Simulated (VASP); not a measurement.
Set up this calculation in VASP 6.6.1, as the native input.

| Property | Result |
| --- | --- |
| Task | single point |
| Functional | PBE |
| Potentials or basis | VASP PAW PBE potentials, release 64 (W_sv, Se, S) |
| Cutoff | 520 eV |
| k mesh | 4 × 4 × 2 |
| Occupations | fermi-dirac, width 0.01 eV |
| Spin | no spin polarisation |
| Dipole correction | no |
| Further INCAR settings | LREAL = Auto; ALGO = Fast; EDIFF = 1e-06; NBANDS = 122 |

The structure of W8SeS15 (a cell with a defect) (Tungstenite) lies in POSCAR:

```
W8SeS15
1.0
    6.3600000000      0.0000000000      0.0000000000
   -3.1800000000      5.5079215680      0.0000000000
    0.0000000000      0.0000000000     12.5000000000
W Se S
8 1 15
Direct
    0.1666666667      0.3333333333      0.2492729724
    0.1665274574      0.8332637287      0.2490816142
    0.6667362713      0.3334725426      0.2490816142
    0.6667362713      0.8332637287      0.2490816142
    0.3345236325      0.1654763675      0.7520535243
    0.3345236325      0.6690472651      0.7520535243
    0.8309527349      0.1654763675      0.7520535243
    0.8333333333      0.6666666667      0.7520220368
    0.1666666667      0.3333333333      0.6133212650
    0.1665916598      0.8332958299      0.6266227968
    0.6667041701      0.3334083402      0.6266227968
    0.6667041701      0.8332958299      0.6266227968
    0.3332446555      0.1667553445      0.1236633978
    0.3332446555      0.6664893109      0.1236633978
    0.8335106891      0.1667553445      0.1236633978
    0.8333333333      0.6666666667      0.1235912364
    0.1666666667      0.3333333333      0.8756356828
    0.1662159620      0.8331079810      0.8778419354
    0.6668920190      0.3337840380      0.8778419354
    0.6668920190      0.8331079810      0.8778419354
    0.3335981287      0.1664018713      0.3745452872
    0.3335981287      0.6671962574      0.3745452872
    0.8328037426      0.1664018713      0.3745452872
    0.8333333333      0.6666666667      0.3747311396
```

These files were run (other wordings do the same):

INCAR

```
PREC = Accurate
ENCUT = 520
EDIFF = 1E-6
ISMEAR = -1
SIGMA = 0.01
LREAL = Auto
LASPH = True
NELM = 100
ALGO = Fast
ISIF = 2
LWAVE = False
LCHARG = True
GGA = PE
LELF = True
LVHAR = True
NBANDS = 122
```

KPOINTS

```
regular mesh
0
Gamma
  4 4 2
```

Potentials or basis: VASP PAW PBE potentials, release 64 (W_sv, Se, S).

Run with:

```sh
$ cat potpaw_PBE.64/W_sv/POTCAR potpaw_PBE.64/Se/POTCAR potpaw_PBE.64/S/POTCAR > POTCAR
$ mpirun -np 1 vasp_std > vasp.out
```

It gave:

```json
{
  "Pressure": "2.2 GPa",
  "Largest force": "0.045 eV/Å",
  "Band gap on the k mesh": "1.16 eV, indirect (least direct gap 1.81 eV)"
}
```

Caveat: spin-orbit coupling is left out, which moves the levels of the heavy elements.

Run time: 7.5 min on 1 thread of Intel(R) Xeon(R) 6975P-C (Granite Rapids) (shared host), peak memory 0.64 GiB.
